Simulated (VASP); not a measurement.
Input:

```yaml
crystal:
  lattice:
    - [4.19545, 0.00000, 0.00000]
    - [0.00000, 4.19545, 0.00000]
    - [0.00000, 0.00000, 2.68309]
  atoms:
    - { symbol: Si, position: [0.50000, 0.50000, 0.50000] }
    - { symbol: Si, position: [0.00000, 0.00000, 0.00000] }
    - { symbol: O, position: [0.69408, 0.69408, 0.00000] }
    - { symbol: O, position: [0.30592, 0.30592, 0.00000] }
    - { symbol: O, position: [0.80592, 0.19408, 0.50000] }
    - { symbol: O, position: [0.19408, 0.80592, 0.50000] }
```

The numbers are results of PBEsol GGA, VASP's PBE PAW potentials (set 64) (plane waves; VASP), not measurements. Numerical set-up: 520 eV cut-off, 5×5×8 Γ-centred mesh, Gaussian smearing of 0.010 eV, potentials Si O.

Task: Give the electronic dielectric tensor ε∞ (DFPT, local fields included).

Result: 
```
3.41  0.00  0.00
0.00  3.41  0.00
0.00  0.00  3.59
```

Task: Give the Born effective charges.

Result: 
```json
[
 {"atom": "Si1", "Z*xx": "3.80", "Z*yy": "3.80", "Z*zz": "4.05", "mean": "3.88"},
 {"atom": "Si2", "Z*xx": "3.80", "Z*yy": "3.80", "Z*zz": "4.05", "mean": "3.88"},
 {"atom": "O3", "Z*xx": "-1.90", "Z*yy": "-1.90", "Z*zz": "-2.02", "mean": "-1.94"},
 {"atom": "O4", "Z*xx": "-1.90", "Z*yy": "-1.90", "Z*zz": "-2.02", "mean": "-1.94"},
 {"atom": "O5", "Z*xx": "-1.90", "Z*yy": "-1.90", "Z*zz": "-2.02", "mean": "-1.94"},
 {"atom": "O6", "Z*xx": "-1.90", "Z*yy": "-1.90", "Z*zz": "-2.02", "mean": "-1.94"}
]
```

The structure comes from a computed database's SiO2 entry (P4_2/mnm); how it stands against other phases isn't given here. It was relaxed first.
